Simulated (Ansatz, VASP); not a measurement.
## Ni (Ni(100)) in two plane-wave programs

One calculation is typed for both programs; each brings its own data sets and cutoff. How far apart do they land?

Program: Ansatz 0.2.0. Level of theory: plane waves, with VASP 6.6.1 beside it; band structure at PBE. Results are calculated unless marked as measured.

## Step 1: Starting point

The cell holds 7 atoms: 7 Ni. Its edges and angles: a = 2.489 Å, b = 2.489 Å, c = 28.560 Å, α = 90.0°, β = 90.0°, γ = 90.0°. Vacuum lies along c.

## Step 2: Ansatz: band structure, PBE

Ansatz runs on its default PAW (the set named soft_2) files.

A single point gives forces, pressure and levels at one fixed geometry, so differences don't come from the geometry; what else differs is listed under the comparison.

input.yaml reads:

```yaml
crystal:
  lattice:
    - [2.4890158698, 0.0, 0.0]
    - [0.0, 2.4890158698, 0.0]
    - [0.0, 0.0, 28.56]
  atoms:
    - { symbol: Ni, position: [0.0, 0.0, 0.3151260504], spin: 1.0 }
    - { symbol: Ni, position: [0.5, 0.5, 0.3767507003], spin: 1.0 }
    - { symbol: Ni, position: [0.0, 0.0, 0.4383753501], spin: 1.0 }
    - { symbol: Ni, position: [0.5, 0.5, 0.5], spin: 1.0 }
    - { symbol: Ni, position: [0.0, 0.0, 0.5616246499], spin: 1.0 }
    - { symbol: Ni, position: [0.5, 0.5, 0.6232492997], spin: 1.0 }
    - { symbol: Ni, position: [0.0, 0.0, 0.6848739496], spin: 1.0 }
hamiltonian:
  xc: pbe
  pseudopotentials: { kind: paw }
magnetization:
  spin_polarized: true
kpoints:
  mp_grid: { grid: [20, 20, 1] }
  band_path:
    path:
      - [0.5, 0.5, 0.0]
      - [0.46154, 0.46154, 0.0]
      - [0.42308, 0.42308, 0.0]
      - [0.34615, 0.34615, 0.0]
      - [0.30769, 0.30769, 0.0]
      - [0.23077, 0.23077, 0.0]
      - [0.19231, 0.19231, 0.0]
      - [0.15385, 0.15385, 0.0]
      - [0.07692, 0.07692, 0.0]
      - [0.03846, 0.03846, 0.0]
      - [0.0, 0.0, 0.0]
      - [0.0, 0.03846, 0.0]
      - [0.0, 0.07692, 0.0]
      - [0.0, 0.15385, 0.0]
      - [0.0, 0.19231, 0.0]
      - [0.0, 0.26923, 0.0]
      - [0.0, 0.30769, 0.0]
      - [0.0, 0.38462, 0.0]
      - [0.0, 0.42308, 0.0]
      - [0.0, 0.46154, 0.0]
      - [0.0, 0.5, 0.0]
      - [0.03846, 0.5, 0.0]
      - [0.11538, 0.5, 0.0]
      - [0.15385, 0.5, 0.0]
      - [0.19231, 0.5, 0.0]
      - [0.26923, 0.5, 0.0]
      - [0.30769, 0.5, 0.0]
      - [0.38462, 0.5, 0.0]
      - [0.42308, 0.5, 0.0]
      - [0.5, 0.5, 0.0]
    npoints: 1
scf:
  occupations: { method: fermi_dirac, width: 0.1 }
  n_extra_bands: 14
efield:
  axis: 3
  dipole_correction: true
  ramp_width: 0.04
output:
  forces: true
  eigenvalues: true
  write_density: true
  write_potential: true
  elf: true
  volumetric_format: npy
```

Launch:

```bash
$ ansatz run input.yaml --threads 4 --pin off --max-ram 9216MiB --backend cpu --events-out ev --progress --plain --runs-dir out
```

Numbers of over 12 decimals in the logs are rounded to 6 here.

The program printed:

```text
Warning: the band count 77 (scf.n_extra_bands) hosts the net moment |M| = 7.0000 μB (N_el = 126) but caps the reachable moment at 2·n_bands − N_el = 28.0000 μB, below the 80 bands that the automatic rule leaves for it — a moment growing past the seed, or the majority channel's smearing tail, pins there with fewer empty majority states than that count leaves; raise or omit scf.n_extra_bands unless the cap is intended
scf.n_extra_bands = 14 over 63 filled bands (N_el = 126.0): the run solves 77 bands
Engine: ansatz 0.2.0, aarch64-unknown-linux-gnu
Pseudopotentials: kind: paw
Pseudopotential: Ni, paw, valence charge 18, recommended cutoff 420 eV (normal), Ni.paw.azcp
Functional definition: PBE
  parameter kappa = 0.804
  parameter beta = 0.066725
  exchange = pbe_x(kappa = kappa, mu = beta*pi^2/3)
  correlation = pbe_c(beta = beta)
Crystal: 7 atoms, lattice volume = 176.935 Å³
Basis set: ecut = 420 eV, 3439 PW (Γ), exchange–correlation on 36×36×384 points (8 copies of the dense FFT grid, shifted against one another)
Bands: 77, of which v1, the nominal top of the filled ones, is band 63 counted from 1 (62 counted from 0)
Symmetry: 8 space group operations
k-points: 66 of 400
Non-local potential: Ni, projectors of the file, l = 0: 3, l = 1: 2, l = 2: 3, l = 3: 1
PAW form: soft (Blöchl's): semilocal exchange-correlation on the pseudo side does not see the compensation charge
PAW one-centre angular grid: Ni, 590 points (default); XC on 64 Gauss nodes
Initial density: superposition of atomic densities (neutral atoms: chi_scale 0, normalization atom)
Starting moments: Σ|m| = 7 μB on 7 of 7 sites
Initial wavefunctions: pseudopotential atomic-orbital guess
Functional: x = pbe(κ = 0.804, μ = 0.219515), c = pbe(β = 0.066725)
SCF iter   1: F=—  HF=-40870.101855 eV  |F-HF|=—  |Δ(HF+E_count)|=         —  Δρ=2.21e-2 (↑2.13e-2 ↓2.21e-2)  dr2=7.15e0  dr2_m=2.06e-1  M=6.073 μB ∫|m|=6.405 μB  β_m=1.00  ethr=3.10e-3  p=0.000 e·Å  D=2.92e-13 V/Å  ΔV_dip=-0.00 eV  dr2_dipole=3.55e-10  V_vac-E_F(+/−)=7.17/7.17 eV  ⟨swp⟩=9.4  Hψ=47948  notcnv=0  defer=136
Mixer restart at iter 1: flushing history
efield: sawtooth ramp at fractional position 0.9800 (placed from the atoms, in the widest stretch of the axis that holds none; the zero of the levels goes with the place), width 0.0400; the density the first Hamiltonian is built on has a dipole p = 0.000 e·Å; the dipole correction subtracts the counter field D = 2.92e-13 V/Å, which shifts the + side's vacuum level by -0.00 eV against the − side's; the planar-averaged density in the ramp window peaks in size at 1.1e-5 e/Å³
preconditioner: auto → LDOS  [metal: Δε(μ)=0.002 eV  Ē_g=6.809 eV  σ=0.100 eV  W_gap=0.00  n_scr=42 (ndim 8)  ℏωp=23.4 eV  f_vac=0.522  D(μ)=12.63/eV (n_scr^D=136)]
spin=Collinear: LDOS preconditioning applied to the charge; magnetization (m = ρ↑ − ρ↓) channel mixes plain (no charge-response kernel on spin).
SCF iter   2: F=—  HF=-40870.817226 eV  |F-HF|=—  |Δ(HF+E_count)|=   7.15e-1  Δρ=1.50e-2 (↑1.02e-2 ↓1.50e-2)  dr2=1.05e0  dr2_m=3.86e-2  M=5.558 μB ∫|m|=6.168 μB  β_m=0.30  ethr=3.10e-3  p=-0.000 e·Å  D=-3.53e-6 V/Å  ΔV_dip=0.00 eV  dr2_dipole=1.82e-8  V_vac-E_F(+/−)=6.24/6.24 eV  ⟨swp⟩=2.3  Hψ=17065  notcnv=0  defer=345
density mixer auto → msr1: a metal under ldos (density of states about μ 3.67 of a free-electron gas's, 42 screened modes)
SCF iter   3: F=—  HF=-40873.111007 eV  |F-HF|=—  |Δ(HF+E_count)|=    2.29e0  Δρ=1.18e-2 (↑5.34e-3 ↓1.18e-2)  dr2=2.75e-1  dr2_m=6.23e-2  M=5.401 μB ∫|m|=6.020 μB  β_m=0.51  ethr=8.36e-4  p=-0.000 e·Å  D=-5.40e-6 V/Å  ΔV_dip=0.00 eV  dr2_dipole=2.01e-8  V_vac-E_F(+/−)=5.82/5.82 eV  ⟨swp⟩=2.6  Hψ=15877  notcnv=0  defer=349
SCF iter   4: F=—  HF=-40875.781890 eV  |F-HF|=—  |Δ(HF+E_count)|=    2.67e0  Δρ=1.35e-2 (↑3.87e-3 ↓1.35e-2)  dr2=2.15e-1  dr2_m=8.59e-2  M=4.972 μB ∫|m|=5.616 μB  β_m=0.58  ethr=2.18e-4  p=-0.000 e·Å  D=-1.52e-6 V/Å  ΔV_dip=0.00 eV  dr2_dipole=4.33e-9  V_vac-E_F(+/−)=5.27/5.27 eV  ⟨swp⟩=3.2  Hψ=19358  notcnv=0  defer=381
SCF iter   5: F=—  HF=-40876.464482 eV  |F-HF|=—  |Δ(HF+E_count)|=   6.83e-1  Δρ=6.47e-3 (↑4.09e-3 ↓6.47e-3)  dr2=1.16e-1  dr2_m=2.01e-2  M=4.743 μB ∫|m|=5.348 μB  β_m=0.69  ethr=1.71e-4  p=-0.000 e·Å  D=-3.19e-6 V/Å  ΔV_dip=0.00 eV  dr2_dipole=5.20e-8  V_vac-E_F(+/−)=5.08/5.08 eV  ⟨swp⟩=2.3  Hψ=18820  notcnv=0  defer=405
SCF iter   6: F=—  HF=-40876.423567 eV  |F-HF|=—  |Δ(HF+E_count)|=   4.09e-2  Δρ=6.00e-3 (↑3.36e-3 ↓6.00e-3)  dr2=9.71e-2  dr2_m=4.55e-3  M=4.557 μB ∫|m|=5.160 μB  β_m=0.61  ethr=9.24e-5  p=0.000 e·Å  D=4.97e-6 V/Å  ΔV_dip=-0.00 eV  dr2_dipole=2.97e-8  V_vac-E_F(+/−)=4.91/4.91 eV  ⟨swp⟩=2.4  Hψ=20955  notcnv=0  defer=466
SCF iter   7: F=—  HF=-40876.480056 eV  |F-HF|=—  |Δ(HF+E_count)|=   5.65e-2  Δρ=1.55e-3 (↑7.76e-4 ↓1.55e-3)  dr2=7.02e-3  dr2_m=3.96e-4  M=4.617 μB ∫|m|=5.239 μB  β_m=0.52  ethr=7.71e-5  p=0.000 e·Å  D=2.54e-7 V/Å  ΔV_dip=-0.00 eV  dr2_dipole=2.80e-10  V_vac-E_F(+/−)=4.94/4.94 eV  ⟨swp⟩=2.2  Hψ=17900  notcnv=0  defer=472
SCF iter   8: F=—  HF=-40876.478434 eV  |F-HF|=—  |Δ(HF+E_count)|=   1.62e-3  Δρ=7.79e-4 (↑3.83e-4 ↓7.79e-4)  dr2=9.51e-4  dr2_m=1.92e-4  M=4.624 μB ∫|m|=5.252 μB  β_m=0.76  ethr=5.57e-6  p=0.000 e·Å  D=4.18e-7 V/Å  ΔV_dip=-0.00 eV  dr2_dipole=8.94e-10  V_vac-E_F(+/−)=4.90/4.90 eV  ⟨swp⟩=2.7  Hψ=16140  notcnv=0  defer=468
SCF iter   9: F=—  HF=-40876.481709 eV  |F-HF|=—  |Δ(HF+E_count)|=   3.28e-3  Δρ=2.77e-4 (↑1.66e-4 ↓2.77e-4)  dr2=3.79e-4  dr2_m=1.66e-5  M=4.639 μB ∫|m|=5.267 μB  β_m=0.64  ethr=7.55e-7  p=-0.000 e·Å  D=-3.98e-7 V/Å  ΔV_dip=0.00 eV  dr2_dipole=2.67e-9  V_vac-E_F(+/−)=4.91/4.91 eV  ⟨swp⟩=2.3  Hψ=19122  notcnv=0  defer=468
SCF iter  10: F=—  HF=-40876.481704 eV  |F-HF|=—  |Δ(HF+E_count)|=   5.59e-6  Δρ=2.14e-4 (↑1.31e-4 ↓2.14e-4)  dr2=9.21e-5  dr2_m=1.61e-5  M=4.642 μB ∫|m|=5.271 μB  β_m=0.69  ethr=3.01e-7  p=0.000 e·Å  D=2.76e-7 V/Å  ΔV_dip=-0.00 eV  dr2_dipole=1.80e-10  V_vac-E_F(+/−)=4.91/4.91 eV  ⟨swp⟩=2.1  Hψ=15244  notcnv=0  defer=468
SCF iter  11: F=—  HF=-40876.481746 eV  |F-HF|=—  |Δ(HF+E_count)|=   4.23e-5  Δρ=4.24e-5 (↑1.53e-5 ↓4.24e-5)  dr2=1.96e-6  dr2_m=1.22e-6  M=4.643 μB ∫|m|=5.273 μB  β_m=0.71  ethr=7.31e-8  p=-0.000 e·Å  D=-3.49e-7 V/Å  ΔV_dip=0.00 eV  dr2_dipole=4.00e-12  V_vac-E_F(+/−)=4.91/4.91 eV  ⟨swp⟩=2.6  Hψ=16497  notcnv=0  defer=468
SCF iter  12: F=—  HF=-40876.481748 eV  |F-HF|=—  |Δ(HF+E_count)|=   2.03e-6  Δρ=1.12e-5 (↑5.08e-6 ↓1.12e-5)  dr2=3.91e-7  dr2_m=5.14e-8  M=4.644 μB ∫|m|=5.274 μB  β_m=0.67  ethr=1.56e-9  p=0.000 e·Å  D=7.59e-7 V/Å  ΔV_dip=-0.00 eV  dr2_dipole=7.06e-10  V_vac-E_F(+/−)=4.91/4.91 eV  ⟨swp⟩=2.6  Hψ=20478  notcnv=0  defer=468
SCF iter  13: F=—  HF=-40876.481748 eV  |F-HF|=—  |Δ(HF+E_count)|=   4.61e-8  Δρ=7.71e-6 (↑3.16e-6 ↓7.71e-6)  dr2=1.54e-7  dr2_m=2.08e-8  M=4.644 μB ∫|m|=5.274 μB  β_m=0.79  ethr=3.11e-10  p=-0.000 e·Å  D=-8.22e-7 V/Å  ΔV_dip=0.00 eV  dr2_dipole=1.23e-9  V_vac-E_F(+/−)=4.91/4.91 eV  ⟨swp⟩=2.1  Hψ=15117  notcnv=0  defer=468
SCF iter  14: F=—  HF=-40876.481748 eV  |F-HF|=—  |Δ(HF+E_count)|=   3.25e-8  Δρ=6.13e-6 (↑4.05e-6 ↓6.13e-6)  dr2=9.55e-8  dr2_m=6.19e-9  M=4.644 μB ∫|m|=5.274 μB  β_m=0.71  ethr=1.22e-10  p=0.000 e·Å  D=1.06e-6 V/Å  ΔV_dip=-0.00 eV  dr2_dipole=2.01e-9  V_vac-E_F(+/−)=4.91/4.91 eV  ⟨swp⟩=2.4  Hψ=17382  notcnv=0  defer=468
SCF iter  15: F=—  HF=-40876.481748 eV  |F-HF|=—  |Δ(HF+E_count)|=   1.08e-8  Δρ=6.07e-6 (↑2.05e-6 ↓6.07e-6)  dr2=1.39e-7  dr2_m=9.81e-9  M=4.644 μB ∫|m|=5.274 μB  β_m=0.65  ethr=7.58e-11  p=-0.000 e·Å  D=-5.25e-7 V/Å  ΔV_dip=0.00 eV  dr2_dipole=1.97e-8  V_vac-E_F(+/−)=4.91/4.91 eV  ⟨swp⟩=2.6  Hψ=18918  notcnv=0  defer=468
SCF iter  16: F=-40876.481748 eV  HF=-40876.481748 eV  |F-HF|=4.36e-8  |Δ(HF+E_count)|=   1.53e-9  Δρ=3.58e-6 (↑1.35e-6 ↓3.58e-6)  dr2=4.92e-8  dr2_m=2.30e-9  M=4.644 μB ∫|m|=5.274 μB  ethr=7.58e-11  p=-0.000 e·Å  D=-7.05e-9 V/Å  ΔV_dip=0.00 eV  dr2_dipole=2.56e-10  V_vac-E_F(+/−)=4.91/4.91 eV  ⟨swp⟩=16.8  Hψ=83683  notcnv=0
SCF 1 converged in 16 iterations: F = -40876.481748 eV  dr2 = 4.92e-8
  greatest PAW one-centre occupation: 1.001 electrons in one spin orbital (limit 2), on the Ni atom at site 0 (counted from 0), in its partial waves of l = 1
WARN: The output density's exchange-correlation potential varies sharply where the density is thin. Do not read a vacuum level from v_tot or v_xc, or from such a field of the output density. On a cell that repeats whose density bears no net charge and no dipole along the vacuum's axis use v_es (v_loc + v_h of the components); under efield.dipole_correction with no amplitude use v_es + v_field, which holds any externa [...]
NSCF: frozen V_eff on 30 k-points
efield: sawtooth ramp at fractional position 0.9800 (kept from the solve that this one continues, or follows in the run), width 0.0400; the density the first Hamiltonian is built on has a dipole p = -0.000 e·Å; the dipole correction subtracts the counter field D = -7.05e-9 V/Å, which shifts the + side's vacuum level by +0.00 eV against the − side's; the planar-averaged density in the ramp window peaks in size at 1.9e-5 e/Å³
SCF converged after 16 iterations
Magnetization: 4.6435 μB (65.3218 up, 60.6782 down)
Absolute magnetization: 5.2788 μB (∫|ρ↑−ρ↓|, with the PAW one-centre terms)
Spin contamination: 0.0619 ħ² per cell (⟨S²⟩ above its minimum at these occupations)
Per-site moments (μB) at R_I (Å): [(0.766332, 1.026719), (0.686200, 1.026719), (0.676170, 1.026719), (0.655950, 1.026719), (0.676168, 1.026719), (0.686198, 1.026719), (0.766330, 1.026719)]
Free energy (F): -40876.481748 eV
Harris-Foulkes:  -40876.481748 eV  (|F-HF|=4.36e-8)
Internal energy: -40876.084637 eV  (E = F + TS)
E sigma→0 (E₀):  -40876.283193 eV
Entropy (-TS):   -0.397111 eV (-56.730 meV/atom)
Fermi energy:    5.082928 eV
Dipole field:    D = -0.000023 V/Å  (p = -0.000022 e·Å, saw-weighted, corrected)
Work function:   Φ+ = 4.9089 eV   Φ− = 4.9083 eV
Levels:          The Fermi level and band energies are counted from a zero that moves with the ramp; work functions are not
--- Per-component energies (eV) ---
  E_band       = -3623.580092
  E_kinetic    = 1971.504756
  E_local      = -384981.857359  (includes V_loc(G=0)·N_el)
  E_nonlocal   = 4457.844816
  E_hartree    = 189688.647658
  E_xc         = -589.395784
  E_vxc        = -759.652270  (∫ρ·V_xc dr)
  E_paw        = -11414.790642  (= ΣΔE_a)
  E_vpaw       = -3688.761431  (= ΣTr[D̂ρ^β])
  E_aug_tail   = 0.003715  (compensation charges beyond the density's cutoff)
  E_efield     = 0.000000  (sawtooth field / dipole correction)
  E_vefield    = 0.000000  (∫n·V_field dr)
  E_ewald      = 159991.958201
  E_smearing   = -0.397111  (= −TS)
  E_closure    = 0.000000  (closes the sum)
  Σ components = -40876.481748   (vs F -40876.481748, Δ=0.00e0)
--- Forces (eV/Å), atoms counted from 1 ---
  atom   1  Ni     0.00000000     0.00000000     0.31721336
  atom   2  Ni     0.00000000     0.00000000    -0.35342997
  atom   3  Ni     0.00000000     0.00000000     0.02297352
  atom   4  Ni     0.00000000     0.00000000    -0.00000151
  atom   5  Ni     0.00000000     0.00000000    -0.02297383
  atom   6  Ni    -0.00000000     0.00000000     0.35343118
  atom   7  Ni    -0.00000000     0.00000000    -0.31720963
  max |Σ_I F_I| component: 3.12e-6 eV/Å
--- Band table (eV; the first three rows and the last of 132) ---
  k-point 0 ↑: bands = [... 59 lower, 4.0990, 4.2423, 4.3891, 4.3981, 4.3981, 4.4770, 4.5200, 4.5695, ... 10 higher]
  k-point 1 ↑: bands = [... 59 lower, 4.0834, 4.2762, 4.3018, 4.3152, 4.4207, 4.4445, 4.4541, 4.5110, ... 10 higher]
  k-point 2 ↑: bands = [... 59 lower, 4.0751, 4.1403, 4.2462, 4.2931, 4.3149, 4.4163, 4.4306, 4.5246, ... 10 higher]
  k-point 65 ↓: bands = [... 59 lower, 5.4937, 5.4943, 5.7650, 5.7650, 7.9768, 7.9768, 9.2722, 9.2722, ... 10 higher]
```

It took 4.3 min on 4 threads of Arm Neoverse N1, shared host; peak memory 1.4 GiB; 16 min of CPU time.

(Continued in part 2 of 2.)

[Lines on the potential files, build, host, timing and source positions are cut from VASP's logs without a mark.]

[Logs are printed without paths, hosts, clocks, repeated set-up lines and the standing remarks that a program may print on its own settings, such as how far it seeks lower states.]

[Hosts, paths, dates, database ids (printed as entryN), source tags and the programs' standing remarks are cut or masked in the printed files.]
